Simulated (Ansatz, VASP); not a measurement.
TaGeW6: VASP beside Ansatz

```
Ta Ge W
1.0
     3.25445    0.00000    0.00000
     0.00000    3.25445    0.00000
     0.00000    0.00000   12.24683
Ta Ge W
1 1 6
Direct
  0.00000 0.00000 0.00673
  0.50000 0.50000 0.12961
  0.50000 0.50000 0.62312
  0.00000 0.00000 0.75171
  0.00000 0.00000 0.24393
  0.50000 0.50000 0.36958
  0.50000 0.50000 0.87764
  0.00000 0.00000 0.49768
```

Alike in both runs: functional PBE; k mesh 5 × 5 × 2; occupations gaussian, width 0.2 eV; no spin polarisation.

Ansatz relaxed the structure, and its values are those at the end. VASP's run is a single point on that final structure, the one shown.

|  | VASP | Ansatz |
| --- | --- | --- |
| version | VASP 6.6.1 | Ansatz 0.2.0 |
| potentials or method | VASP PAW PBE potentials, release 64 (Ta_pv, Ge_d, W_sv) | scalar-relativistic, plane waves, PAW |
| plane-wave cutoff (eV) | 520 | 420 |
| valence electrons in the cell | 109 | 111 |

Ansatz gave:

* gap on the k mesh at the Fermi level (eV): none
* pressure (GPa): -0.2
* rms of the force components (eV/Å): 0.029

Task: Which values does VASP return?

Result: gap on the k mesh at the Fermi level (eV): none; pressure (GPa): 0.2; rms of the force components (eV/Å): 0.031.

A gap of «none» marks a metal or a gap that the smearing closes. With one functional, cell and mesh, what is left measures potentials, basis and numerics. The two sets of potentials don't hold the same shells in valence.

Caveats: the k mesh is coarse (spacing up to 0.39 Å⁻¹), so the values aren't converged. The runs have no spin-orbit coupling, so splittings on Ta, W are missing.
